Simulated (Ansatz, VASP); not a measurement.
# Cross-check of Te2Pb between VASP and Ansatz, part 2 of 2

Wanted: the spread between two codes on one cell, functional and k mesh. The cell is generated by rule, not measured, and may not be a known phase. The two relaxations start from unlike cells of this crystal (the structure described is Ansatz's start), so only their ends are compared.

VASP 6.6.1 and Ansatz 0.2.0.

So far: Set-up; VASP: relaxation of cell and atoms, PBEsol.

The structure was built from a prototype and need not be the compound's stable phase.

## 3. Ansatz: relaxation of cell and atoms, PBEsol

Level of this step: Ansatz beside VASP: Kohn-Sham DFT, plane waves, PBEsol (Ansatz).

Ansatz runs on its default PAW (the set named soft_2) files.

Its own start cell and the same functional, mesh and smearing now go to Ansatz, which takes its cutoff from its data sets.

Contents of input.yaml:

```yaml
crystal:
  lattice:
    - [6.95505, 0.0, 0.0]
    - [0.0, 6.95505, 0.0]
    - [0.0, 0.0, 4.48601]
  atoms:
    - { symbol: Pb, position: [0.0, 0.0, 0.0] }
    - { symbol: Pb, position: [0.5, 0.5, 0.5] }
    - { symbol: Te, position: [0.305, 0.305, 0.0] }
    - { symbol: Te, position: [0.695, 0.695, 0.0] }
    - { symbol: Te, position: [0.805, 0.195, 0.5] }
    - { symbol: Te, position: [0.195, 0.805, 0.5] }
kpoints:
  mp_grid: { grid: [6, 6, 8] }
hamiltonian:
  xc: pbesol
scf:
  occupations: { method: gaussian, width: 0.1 }
output:
  forces: true
  stress: true
  eigenvalues: true
relax:
  adjacent_minimum: "off"
  f_tol: 0.005
  max_steps: 80
  cell: { stress_tol: 0.05 }
```

Started as:

```bash
> ansatz run input.yaml --threads 8 --pin off --max-ram 14336MiB --backend cpu --events-out ev --progress --plain --runs-dir out
```

Numbers of over 12 decimals in the logs are rounded to 6 here.

Output:

```text
Engine: ansatz 0.2.0, aarch64-unknown-linux-gnu
Pseudopotentials: kind: paw
Pseudopotential: Pb, paw, valence charge 14, recommended cutoff 420 eV (normal), Pb.paw.azcp
Pseudopotential: Te, paw, valence charge 16, recommended cutoff 420 eV (normal), Te.paw.azcp
Functional definition: PBEsol
  exchange = pbesol_x
  correlation = pbesol_c
Crystal: 6 atoms, lattice volume = 217.001 Å³
Basis set: ecut = 420 eV, 4251 PW (Γ), exchange–correlation on 96×96×60 points (8 copies of the dense FFT grid, shifted against one another)
Bands: 56, of which v1, the nominal top of the filled ones, is band 46 counted from 1 (45 counted from 0)
Symmetry: 16 space group operations
Space group: P42/mnm (ITA 136), of the structure as read, at distance tolerance 6.0e-5 Å
k-points: 50 of 288
Non-local potential: Pb, projectors of the file, l = 0: 2, l = 1: 2, l = 2: 2, l = 3: 2
Non-local potential: Te, projectors of the file, l = 0: 2, l = 1: 2, l = 2: 2, l = 3: 2
PAW form: soft (Blöchl's): semilocal exchange-correlation on the pseudo side does not see the compensation charge
PAW frozen core: Pb, regenerated for the run's functional, and the local potential with it (the file was generated under x = pbe(κ = 0.804, μ = 0.219515), c = pbe(β = 0.066725))
PAW frozen core: Te, regenerated for the run's functional, and the local potential with it (the file was generated under x = pbe(κ = 0.804, μ = 0.219515), c = pbe(β = 0.066725))
PAW one-centre angular grid: Pb, 590 points (default); XC on 64 Gauss nodes
PAW one-centre angular grid: Te, 590 points (default); XC on 64 Gauss nodes
Initial density: superposition of atomic densities (neutral atoms: chi_scale 0, normalization atom), corrected by the library's trained network
Initial wavefunctions: pseudopotential atomic-orbital guess
Functional: x = pbesol(κ = 0.804, μ = 0.123457), c = pbesol(β = 0.046)
SCF iter   1: F=—  HF=-51114.131172 eV  |F-HF|=—  |Δ(HF+E_count)|=         —  Δρ=2.53e-3  dr2=1.73e-2  ethr=1.77e-3  ⟨swp⟩=7.3  Hψ=11831  notcnv=0  defer=76
preconditioner: auto → LDOS  [metal: Δε(μ)=0.008 eV  Ē_g=13.118 eV  σ=0.100 eV  W_gap=0.04  n_scr=46 (ndim 8)  ℏωp=18.2 eV  f_vac=0.075  D(μ)=7.00/eV (n_scr^D=46)  β→1.0]
SCF iter   2: F=—  HF=-51114.125762 eV  |F-HF|=—  |Δ(HF+E_count)|=   5.41e-3  Δρ=9.80e-4  dr2=1.75e-3  ethr=1.88e-5  ⟨swp⟩=2.0  Hψ=4564  notcnv=0  defer=93
SCF iter   3: F=—  HF=-51114.125488 eV  |F-HF|=—  |Δ(HF+E_count)|=   2.75e-4  Δρ=3.51e-4  dr2=2.63e-4  ethr=1.90e-6  ⟨swp⟩=3.0  Hψ=5396  notcnv=0  defer=93
SCF iter   4: F=—  HF=-51114.125429 eV  |F-HF|=—  |Δ(HF+E_count)|=   5.84e-5  Δρ=1.11e-4  dr2=3.65e-5  ethr=2.86e-7  ⟨swp⟩=3.0  Hψ=5249  notcnv=0  defer=93
SCF iter   5: F=—  HF=-51114.125474 eV  |F-HF|=—  |Δ(HF+E_count)|=   4.46e-5  Δρ=3.84e-5  dr2=3.97e-6  ethr=3.97e-8  ⟨swp⟩=2.0  Hψ=4952  notcnv=0  defer=93
SCF iter   6: F=—  HF=-51114.125473 eV  |F-HF|=—  |Δ(HF+E_count)|=   9.32e-7  Δρ=9.54e-6  dr2=2.36e-7  ethr=4.32e-9  ⟨swp⟩=2.0  Hψ=4958  notcnv=0  defer=93
SCF iter   7: F=-51114.125473 eV  HF=-51114.125473 eV  |F-HF|=4.31e-9  |Δ(HF+E_count)|=   6.36e-8  Δρ=2.44e-6  dr2=1.33e-8  ethr=1.09e-10  ⟨swp⟩=12.1  Hψ=13415  notcnv=0
SCF 1 converged in 7 iterations: F = -51114.125473 eV  dr2 = 1.33e-8
  greatest PAW one-centre occupation: 0.998 electrons in one spin orbital (limit 2), on the Te atom at site 5 (counted from 0), in its partial waves of l = 2
relax step   1: F+E_penalty+E_count = -51114.12547287 eV  Δ(F+E_penalty+E_count) = +0.000e0 eV  max|allowed force component| = 2.556e-1 eV/Å  Δτ_max = 0.0000 Å  P = +2.366 GPa  Ω = 217.001 Å³  (7 SCF iters, dr2 threshold 1.00e-7 eV, accepted)
[...]
relax step  15: F+E_penalty+E_count = -51114.93291748 eV  Δ(F+E_penalty+E_count) = -4.503e-3 eV  max|allowed force component| = 9.151e-3 eV/Å  Δτ_max = 0.0039 Å  P = -0.052 GPa  Ω = 226.558 Å³  energy of the carried Pulay correction = -5.463e-4 eV  (5 SCF iters, dr2 threshold 6.00e-7 eV, accepted)
[...]
relax step  16: F+E_penalty+E_count = -51114.93311153 eV  Δ(F+E_penalty+E_count) = -1.941e-4 eV  max|allowed force component| = 2.633e-4 eV/Å  Δτ_max = 0.0003 Å  P = +0.002 GPa  Ω = 226.280 Å³  energy of the carried Pulay correction = -5.122e-4 eV  (5 SCF iters, dr2 threshold 4.14e-8 eV, accepted)
[...]
relax step  17: F+E_penalty+E_count = -51114.93359989 eV  Δ(F+E_penalty+E_count) = -4.884e-4 eV  max|allowed force component| = 2.586e-4 eV/Å  Δτ_max = 0.0000 Å  P = +0.001 GPa  Ω = 226.280 Å³  stress off target by 3.62e-3 GPa  SCF on the basis re-selected at this cell (its energy is not comparable with the rows above)  (6 SCF iters)
basis re-selected at this cell: Δ(F+E_penalty+E_count) = -4.884e-4 eV, ΔP = -0.001 GPa vs the last step (what re-selecting the basis moved, of the pressure what is left beyond the Pulay correction that the steps carried, after the strain that the cell walked since its last selection, with what the two solves' SCF thresholds leave and, on support functions, any second-order correction that the steps lacked; it is no m [...]
SCF converged after 6 iterations
Free energy (F): -51114.933600 eV
Harris-Foulkes:  -51114.933600 eV  (|F-HF|=7.28e-12)
Internal energy: -51114.900854 eV  (E = F + TS)
E sigma→0 (E₀):  -51114.917227 eV
Entropy (-TS):   -0.032746 eV (-5.458 meV/atom)
Fermi energy:    6.831858 eV
--- Per-component energies (eV) ---
  E_band       = -1314.551018
  E_kinetic    = 1298.938246
  E_local      = -8380.930011  (includes V_loc(G=0)·N_el)
  E_nonlocal   = -526.944589
  E_hartree    = 4582.135896
  E_xc         = -929.595773
  E_vxc        = -679.442038  (∫ρ·V_xc dr)
  E_paw        = -38849.465271  (= ΣΔE_a)
  E_vpaw       = -2190.444143  (= ΣTr[D̂ρ^β])
  E_aug_tail   = -0.000601  (compensation charges beyond the density's cutoff)
  E_ewald      = -8310.662245
  E_core_change = 1.623494  (= ΣΔE_core)
  E_smearing   = -0.032746  (= −TS)
  E_closure    = 0.000000  (closes the sum)
  Σ components = -51114.933600   (vs F -51114.933600, Δ=0.00e0)
--- Forces (eV/Å), atoms counted from 1 ---
  atom   1  Pb     0.00000000    -0.00000000     0.00000000
  atom   2  Pb     0.00000000     0.00000000     0.00000000
  atom   3  Te     0.00025862     0.00025862     0.00000000
  atom   4  Te    -0.00025862    -0.00025862     0.00000000
  atom   5  Te     0.00025862    -0.00025862     0.00000000
  atom   6  Te    -0.00025862     0.00025862     0.00000000
  max |Σ_I F_I| component: 8.13e-19 eV/Å
--- Stress (GPa, compression-positive) ---
       -0.000288       0.000000       0.000000
        0.000000      -0.000288       0.000000
        0.000000       0.000000       0.003620
  P = ⅓ Tr σ = 0.0010 GPa (0.010 kbar)
--- Band table (eV; the first three rows and the last of 50) ---
  k-point 0: bands = [... 42 lower, 5.0029, 6.1580, 6.1580, 6.5589, 6.5589, 6.9730, 7.9984, 7.9984, ... 6 higher]
  k-point 1: bands = [... 42 lower, 5.0551, 5.7115, 5.7115, 6.6770, 6.6770, 6.8546, 8.3550, 8.3550, ... 6 higher]
  k-point 2: bands = [... 42 lower, 5.2199, 5.2199, 5.5129, 6.4727, 6.4727, 6.5525, 9.0901, 9.2069, ... 6 higher]
  k-point 49: bands = [... 42 lower, 6.3349, 6.3349, 6.4319, 6.4319, 7.0256, 7.0256, 9.2383, 9.2383, ... 6 higher]
--- Relaxed structure (15 steps of the walk, 15 accepted, 2 SCFs on fresh bases) ---
  F+E_penalty+E_count = -51114.93359989 eV   max|allowed force component| = 2.586e-4 eV/Å   (the final SCF, on the basis selected at the relaxed cell)
  cell:  # Å, volume = 226.2797 Å³
    - [6.284254, 0, 0.0]
    - [0, 6.284254, 0.0]
    - [0.0, 0.0, 5.729781]
  atoms:
    - { symbol: Pb, position: [0, 1.0392469476476368e-18, 0.0] }
    - { symbol: Pb, position: [0.5, 0.5, 0.5] }
    - { symbol: Te, position: [0.339062, 0.339062, 0.0] }
    - { symbol: Te, position: [0.660938, 0.660938, 0.0] }
    - { symbol: Te, position: [0.839062, 0.160938, 0.5] }
    - { symbol: Te, position: [0.160938, 0.839062, 0.5] }
```

The column dr2 measures how far the density is from self-consistency, as an energy; F and HF (Harris–Foulkes) agree once it is small.

## 4. Comparison

Known differences besides the potentials themselves: the data sets hold 92 valence electrons in Ansatz (on its default PAW (the set named soft_2) files) and 52 in VASP; the cutoff is 420 eV in Ansatz and 500 eV in VASP; Ansatz makes its cores anew for this functional, VASP keeps those of its PBE data sets; Ansatz adds a Pulay correction to the stress that steers its cell, VASP none. Total energies have different zeros and are not compared.

Both answers:

```
                                         quantity  Ansatz    VASP  difference
                                      volume (Å³)  226.28  226.14     +0.06 %
edge a after relaxation, in the typed setting (Å)   6.284   6.283     +0.02 %
edge c after relaxation, in the typed setting (Å)   5.730   5.728     +0.03 %
```

## 5. Results

- difference in volume (relaxation of cell and atoms, PBEsol): 0.060 %

In words: The difference in volume is 0.060 % (relaxation of cell and atoms, PBEsol), within the 1.2 % picked in this series as the mark of a large difference, as far as the stopping tolerances let one tell. The data sets hold unlike numbers of valence electrons (92 in Ansatz and 52 in VASP), so part of the differences comes from the potentials. Such differences can come from data sets, numerical settings and the points named under the comparisons, not from the functional's error against experiment.

[Lines on the potential files, build, host, timing and source positions are cut from VASP's logs without a mark.]

[Logs are printed without paths, hosts, clocks, repeated set-up lines and the standing remarks that a program may print on its own settings, such as how far it seeks lower states.]

[Hosts, paths, dates, database ids (printed as entryN), source tags and the programs' standing remarks are cut or masked in the printed files.]
